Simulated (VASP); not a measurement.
Consider the following.

```yaml
crystal:
  lattice:
    - [3.89905, 0.00000, 0.00000]
    - [-1.94953, 3.37668, 0.00000]
    - [0.00000, 0.00000, 6.10141]
  atoms:
    - { symbol: Ru, position: [0.33333, 0.66667, 0.99432] }
    - { symbol: Ru, position: [0.66667, 0.33333, 0.49432] }
    - { symbol: As, position: [0.33333, 0.66667, 0.38068] }
    - { symbol: As, position: [0.66667, 0.33333, 0.88068] }
```

All values below come from r2SCAN meta-GGA, VASP's PBE PAW potentials (set 64) (plane waves; VASP). Run with 400 eV cut-off, 10×10×6 Γ-centred mesh, tetrahedra with Blöchl corrections, potentials Ru_pv As.

The cores are frozen, which limits the accuracy of field gradients.

Task: Give the principal components of the electric field gradient (V/Å²) and the asymmetry η at each nucleus.

Result: 
| atom | Vxx | Vyy | Vzz | η |
|---|---|---|---|---|
| Ru1 | -16.7 | -16.7 | 33.4 | 0.00 |
| Ru2 | -16.7 | -16.7 | 33.4 | 0.00 |
| As3 | -9.2 | -9.2 | 18.5 | 0.00 |
| As4 | -9.2 | -9.2 | 18.5 | 0.00 |

The structure was generated: RuAs was put into the wurtzite type (P6_3mc), which need not be its known phase. It was relaxed first, which changed the volume by -30 %.
